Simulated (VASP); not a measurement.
Output of a VASP run:

OUTCAR:
```
 ion  position               nearest neighbor table
   1  0.000  0.000  0.000-   2 2.65   2 2.65   2 2.65   2 2.65
   2  0.250  0.250  0.250-   1 2.65   1 2.65   1 2.65   1 2.65
  LATTYP: Found a face centered cubic cell.
 ALAT       =     6.1205577062
 Subroutine PRICEL returns:
 Original cell was already a primitive cell.
 Subroutine GETGRP returns: Found 24 space group operations
The static configuration has the point symmetry T_d .
The dynamic configuration has the point symmetry T_d .
 Subroutine INISYM returns: Found 24 space group operations
 Subroutine IBZKPT returns following result:
 Found     72 irreducible k-points:

 Following reciprocal coordinates:
            Coordinates               Weight
  0.000000  0.000000  0.000000      1.000000
  0.083333  0.000000  0.000000      8.000000
  0.166667  0.000000  0.000000      8.000000
  0.250000  0.000000  0.000000      8.000000
  0.333333  0.000000  0.000000      8.000000
  0.416667  0.000000  0.000000      8.000000
  0.500000  0.000000  0.000000      4.000000
  0.083333  0.083333  0.000000      6.000000
  0.166667  0.083333  0.000000     24.000000
  0.250000  0.083333  0.000000     24.000000
  0.333333  0.083333  0.000000     24.000000
  0.416667  0.083333  0.000000     24.000000
  0.500000  0.083333  0.000000     24.000000
 -0.416667  0.083333  0.000000     24.000000
 -0.333333  0.083333  0.000000     24.000000
 -0.250000  0.083333  0.000000     24.000000
 -0.166667  0.083333  0.000000     24.000000
 -0.083333  0.083333  0.000000     12.000000
  0.166667  0.166667  0.000000      6.000000
  0.250000  0.166667  0.000000     24.000000
  0.333333  0.166667  0.000000     24.000000
  0.416667  0.166667  0.000000     24.000000
  0.500000  0.166667  0.000000     24.000000
 -0.416667  0.166667  0.000000     24.000000
 -0.333333  0.166667  0.000000     24.000000
 -0.250000  0.166667  0.000000     24.000000
 -0.166667  0.166667  0.000000     12.000000
  0.250000  0.250000  0.000000      6.000000
  0.333333  0.250000  0.000000     24.000000
  0.416667  0.250000  0.000000     24.000000
  0.500000  0.250000  0.000000     24.000000
 -0.416667  0.250000  0.000000     24.000000
 -0.333333  0.250000  0.000000     24.000000
 -0.250000  0.250000  0.000000     12.000000
  0.333333  0.333333  0.000000      6.000000
  0.416667  0.333333  0.000000     24.000000
  0.500000  0.333333  0.000000     24.000000
 -0.416667  0.333333  0.000000     24.000000
 -0.333333  0.333333  0.000000     12.000000
  0.416667  0.416667  0.000000      6.000000
   k-points           NKPTS =     72   k-points in BZ     NKDIM =     72   number of bands    NBANDS=     13
   number of dos      NEDOS =    601   number of ions     NIONS =      2
   total plane-waves  NPLWV =  32768
   dimension x,y,z NGX =    32 NGY =   32 NGZ =   32
   dimension x,y,z NGXF=    64 NGYF=   64 NGZF=   64
   ions per type =               1   1
   PREC   = accura    normal or accurate (medium, high low for compatibility)
   ISTART =      0    job   : 0-new  1-cont  2-samecut
   ICHARG =      2    charge: 1-file 2-atom 10-const
   ISPIN  =      1    spin polarized calculation?
   LNONCOLLINEAR =      F non collinear calculations
   LSORBIT =      F    spin-orbit coupling
   INIWAV =      1    electr: 0-lowe 1-rand  2-diag
   ENCUT  =  520.0 eV  38.22 Ry    6.18 a.u.   8.05  8.05  8.05*2*pi/ulx,y,z
   NELM   =    100;   NELMIN=  2; NELMDL= -5     # of ELM steps
   EDIFF  = 0.1E-06   stopping-criterion for ELM
   LREAL  =      F    real-space projection
   NLSPLINE    = F    spline interpolate recip. space projectors
   LMAXMIX     =    4 max onsite mixed and CHGCAR
   VOSKOWN=      0    Vosko Wilk Nusair interpolation
   EDIFFG = 0.1E-05   stopping-criterion for IOM
   NSW    =      0    number of steps for IOM
   NBLOCK =      1;   KBLOCK =      1    inner block; outer block
   IBRION =     -1    ionic relax: 0-MD 1-quasi-New 2-CG
...
```

### OSZICAR
```
       N       E                     dE             d eps       ncg     rms          rms(c)
DAV:   1     0.327111095134E+02    0.32711E+02   -0.91138E+03  1904   0.177E+03
DAV:   2    -0.495583531403E+02   -0.82269E+02   -0.80211E+02  2052   0.327E+02
DAV:   3    -0.554737468603E+02   -0.59154E+01   -0.58849E+01  2417   0.747E+01
DAV:   4    -0.555803137818E+02   -0.10657E+00   -0.10652E+00  2084   0.114E+01
DAV:   5    -0.555831887580E+02   -0.28750E-02   -0.28749E-02  2478   0.162E+00    0.229E+00
DAV:   6    -0.540204152308E+02    0.15628E+01   -0.46401E-01  2186   0.127E+01    0.146E+00
DAV:   7    -0.538988651731E+02    0.12155E+00   -0.35970E-01  1937   0.707E+00    0.457E-01
DAV:   8    -0.538203189567E+02    0.78546E-01   -0.39032E-01  1872   0.704E+00    0.266E-01
DAV:   9    -0.538418639189E+02   -0.21545E-01   -0.13286E-02  2000   0.135E+00    0.291E-01
DAV:  10    -0.539498256787E+02   -0.10796E+00   -0.63428E-02  1872   0.390E+00    0.406E-01
DAV:  11    -0.539139625994E+02    0.35863E-01   -0.15506E-01  1872   0.535E+00    0.314E-01
DAV:  12    -0.539224962822E+02   -0.85337E-02   -0.49759E-02  1872   0.293E+00    0.251E-01
DAV:  13    -0.539266225892E+02   -0.41263E-02   -0.60111E-02  1872   0.359E+00    0.233E-01
DAV:  14    -0.539239196846E+02    0.27029E-02   -0.22091E-03  2067   0.675E-01    0.214E-01
DAV:  15    -0.539232350174E+02    0.68467E-03   -0.86844E-03  1872   0.133E+00    0.147E-01
DAV:  16    -0.539223784286E+02    0.85659E-03   -0.55619E-03  1982   0.115E+00    0.581E-02
DAV:  17    -0.539231635342E+02   -0.78511E-03   -0.18015E-03  1902   0.623E-01    0.513E-02
DAV:  18    -0.539231321820E+02    0.31352E-04   -0.35528E-05  2447   0.633E-02    0.477E-02
DAV:  19    -0.539226265096E+02    0.50567E-03   -0.19127E-03  1872   0.635E-01    0.554E-02
DAV:  20    -0.539220687695E+02    0.55774E-03   -0.20129E-03  1872   0.621E-01    0.471E-02
DAV:  21    -0.539244173474E+02   -0.23486E-02   -0.33310E-03  1872   0.776E-01    0.121E-01
DAV:  22    -0.539244538739E+02   -0.36527E-04   -0.24065E-04  1910   0.216E-01    0.964E-02
DAV:  23    -0.539244250076E+02    0.28866E-04   -0.76023E-06  2387   0.357E-02    0.873E-02
DAV:  24    -0.539244668101E+02   -0.41802E-04   -0.45422E-05  1877   0.958E-02    0.497E-02
DAV:  25    -0.539245305104E+02   -0.63700E-04   -0.47296E-05  1872   0.862E-02    0.278E-02
DAV:  26    -0.539245403725E+02   -0.98621E-05   -0.19476E-05  2027   0.538E-02    0.852E-03
DAV:  27    -0.539245222337E+02    0.18139E-04   -0.18311E-05  1877   0.556E-02    0.114E-02
DAV:  28    -0.539245033890E+02    0.18845E-04   -0.87628E-06  1922   0.375E-02    0.161E-02
DAV:  29    -0.539244976951E+02    0.56939E-05   -0.23802E-06  1872   0.208E-02    0.153E-02
DAV:  30    -0.539244917607E+02    0.59344E-05   -0.18617E-06  1872   0.180E-02    0.115E-02
DAV:  31    -0.539244859889E+02    0.57718E-05   -0.96561E-07  1897   0.115E-02    0.379E-03
DAV:  32    -0.539244856653E+02    0.32366E-06   -0.96468E-07  1877   0.123E-02    0.137E-03
DAV:  33    -0.539244846382E+02    0.10270E-05   -0.17417E-07  1618   0.535E-03    0.585E-04
DAV:  34    -0.539244854435E+02   -0.80528E-06   -0.52394E-08   981   0.293E-03    0.144E-04
DAV:  35    -0.539244856358E+02   -0.19225E-06   -0.37888E-08   936   0.259E-03    0.925E-05
DAV:  36    -0.539244858092E+02   -0.17342E-06   -0.27164E-08   936   0.256E-03    0.374E-05
DAV:  37    -0.539244858390E+02   -0.29766E-07   -0.29313E-09   936   0.783E-04
   1 F= -.53924486E+02 E0= -.53924486E+02  d E =0.000000E+00
       N       E                     dE             ncg
```

OUTCAR:
```
------------------------ aborting loop because EDIFF is reached ----------------------------------------
  FORCE on cell =-STRESS in cart. coord.  units (eV):
  Direction    XX          YY          ZZ          XY          YZ          ZX
  --------------------------------------------------------------------------------------
  Total       -0.0153790     -0.0153790     -0.0153790      0.0000000     -0.0000000     -0.0000000
  in kB       -0.4298588     -0.4298588     -0.4298588      0.0000000     -0.0000000     -0.0000000
  external PRESSURE =      -0.4298588 kB  Pullay stress =       0.0000000 kB
  volume of cell :       57.32
      direct lattice vectors                 reciprocal lattice vectors
     0.000000000  3.060278853  3.060278853    -0.163383804  0.163383804  0.163383804
     3.060278853  0.000000000  3.060278853     0.163383804 -0.163383804  0.163383804
     3.060278853  3.060278853  0.000000000     0.163383804  0.163383804 -0.163383804
  FREE ENERGIE OF THE ION-ELECTRON SYSTEM (eV)
  ---------------------------------------------------
  free  energy   TOTEN  =       -53.9244858390 eV

  energy  without entropy=      -53.9244858390  energy(sigma->0) =      -53.92448584

 total charge

# of ion       s       p       d       tot
------------------------------------------
    1        0.897   0.766   9.958  11.621
    2        1.124   1.321   0.028   2.473
--------------------------------------------------
tot          2.021   2.087   9.986  14.093
```
(Selected blocks of OUTCAR.)

POSCAR:
```
GaSb
1
    0.0000000000     3.0602788531     3.0602788531
    3.0602788531     0.0000000000     3.0602788531
    3.0602788531     3.0602788531     0.0000000000
Ga Sb
1 1
Direct
  0.0000000000   0.0000000000   0.0000000000
  0.2500000000   0.2500000000   0.2500000000
```

Reconstruct the remaining input files.

This is not unique; one that fits is the input of the run itself, SCAN meta-GGA, plane waves, VASP's PBE PAW potentials (set 64).

File KPOINTS_OPT:
```
k-points along high-symmetry lines
10
Line-mode
Reciprocal
  0.000000   0.000000   0.000000 ! GAMMA
 -0.500000  -0.500000   0.000000 ! X

 -0.500000  -0.500000   0.000000 ! X
 -0.375000  -0.375000   0.250000 ! U

 -0.375000  -0.000000   0.375000 ! K
  0.000000   0.000000   0.000000 ! GAMMA

  0.000000   0.000000   0.000000 ! GAMMA
 -0.000000  -0.000000   0.500000 ! L

 -0.000000  -0.000000   0.500000 ! L
 -0.500000  -0.250000   0.250000 ! W

 -0.500000  -0.250000   0.250000 ! W
 -0.500000  -0.500000   0.000000 ! X
```

### INCAR
```
ALGO  =  Normal
EDIFF  =  1E-7
ENCUT  =  520
ISIF  =  2
ISMEAR  =  -5
LASPH  =  T
LCHARG  =  F
LMAXMIX  =  4
LMIXTAU  =  T
LORBIT  =  11
LREAL  =  F
LWAVE  =  F
METAGGA  =  SCAN
NEDOS  =  601
NELM  =  100
PREC  =  Accurate
SYSTEM  =  GaSb
```

KPOINTS:
```
Automatic mesh
0
Gamma
12 12 12
0 0 0
```

POTCAR, in this order: Ga_d Sb (PBE.64 set). Program: vasp_std.

For a metal the tetrahedron method with Blöchl corrections gives inexact stress and forces.

The compound is GaSb in the zinc blende structure. It was relaxed first.
